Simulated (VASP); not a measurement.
## BeCr3: equation of state with PBE

BeCr3:

```
Cr Be
1.0
     3.51121    0.00000    0.00000
     0.00000    3.51121    0.00000
     0.00000    0.00000    3.51121
Cr Be
3 1
Direct
  0.50000 0.50000 0.00000
  0.50000 0.00000 0.50000
  0.00000 0.50000 0.50000
  0.00000 0.00000 0.00000
```

The cell comes from a database or a generator and needn't be the stable form of this composition.

```yaml
Program: VASP 6.6.1
Task: equation of state
Functional: PBE
Potentials_or_basis: VASP PAW PBE potentials, release 64 (Cr_pv, Be)
Cutoff: 520 eV
k_mesh: 8 × 8 × 8
Occupations: fermi-dirac, width 0.05 eV
Spin: collinear spin, ferromagnetic start
Starting_moments: "[3.0, 3.0, 3.0, 0.0] μB"
Further_INCAR_settings: ALGO = Normal; EDIFF = 1e-07; NBANDS = 31
```

```yaml
Equilibrium_volume: 10.78 Å³/atom
Bulk_modulus: 217 GPa
Pressure_derivative_of_the_bulk_modulus: 4.1
```

Energy against volume, from the lowest point:
```csv
volume (Å³/atom),energy (meV/atom)
10.173,25.45
10.389,10.11
10.606,1.86
10.822,0.00
11.039,3.90
11.255,13.01
11.471,26.82
```

All runs of the series together: 7.4 min on 1 thread of Intel(R) Xeon(R) Platinum 8488C (Sapphire Rapids) (shared host).
